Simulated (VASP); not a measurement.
TaW under changes of volume

One of the cells (17.174 Å³/atom); the others are scaled copies at fixed shape and fractional positions:

```
W Ta
1.0
     1.62482   -2.32230    0.00000
     1.62482    2.32230    0.00000
     0.00000    0.00000    4.55134
W Ta
1 1
Direct
  0.50000 0.50000 0.50000
  0.00000 0.00000 0.00000
```

The cell comes from a database or a generator and needn't be the stable form of this composition.

```yaml
Program: VASP 6.6.1
Functional: PBEsol
Potentials_or_basis: VASP PAW PBE potentials, release 64 (W_sv, Ta_pv)
Cutoff: 520 eV
k_mesh: 10 × 10 × 6
Occupations: fermi-dirac, width 0.05 eV
Spin: no spin polarisation
```

```tsv
volume (Å³/atom)	energy over the lowest point (meV/atom)	pressure (GPa)
15.827	27.36	12.7
16.163	7.26	6.3
16.500	0.00	0.6
17.174	?	?
17.510	42.98	-13.5
17.847	75.40	-17.3
```

**Question.** What does the run at 17.174 Å³/atom give?

**Answer.** Energy over the lowest point 18.98 meV/atom; pressure -9.3 GPa.

Worked out: A Birch-Murnaghan fit of order 3 (a polynomial in V^(-2/3)) to the other rows has its minimum at 16.54 Å³/atom with B0 = V·E''(V) = 267 GPa and B' = 4.3 at fixed shape and positions, which overstates the stiffness. It gives 19.02 meV/atom at 17.174 Å³/atom, against the run's 18.98, and -dE/dV = -9.3 GPa, against -9.3.

Energies are extrapolated to zero smearing.

Caveats: the PAW data sets were made with another functional, which shifts forces and pressure a little.
